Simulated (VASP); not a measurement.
Data:

```xyz
3
Lattice="2.2300 -3.8625 0.0000 2.2300 3.8625 0.0000 0.0000 0.0000 5.9300" Properties=species:S:1:pos:R:3 pbc="T T T"
Te     0.5865     1.0158     3.9533
Te     3.2870     0.0000     0.0000
Te     0.5865    -1.0158     1.9767
```

These are PBE GGA, VASP's PBE PAW potentials (set 64) (plane waves; VASP 6.6.1) values and carry that method's errors. Numerical set-up: LASPH = .FALSE., 400 eV cut-off, 6×6×4 Γ-centred mesh, Gaussian smearing of 0.050 eV, potentials Te.

Task: Which forces act on the atoms, in eV/Å?

Result: 
| atom | Fx | Fy | Fz |
|---|---|---|---|
| Te1 | 0.162 | 0.281 | 0.000 |
| Te2 | -0.324 | 0.000 | 0.000 |
| Te3 | 0.162 | -0.281 | 0.000 |

Task: Give the stress tensor in GPa (positive for a compressed cell).

Result: 
```
1.81  0.00  0.00
0.00  1.81  0.00
0.00  0.00  2.35
```
The pressure is its mean diagonal, 1.99 GPa.

The compound is Te in the trig structure. The cell was not relaxed at this level. The run is one of a series of settings (LASPH = .FALSE. against the base run), some of them coarse on purpose.
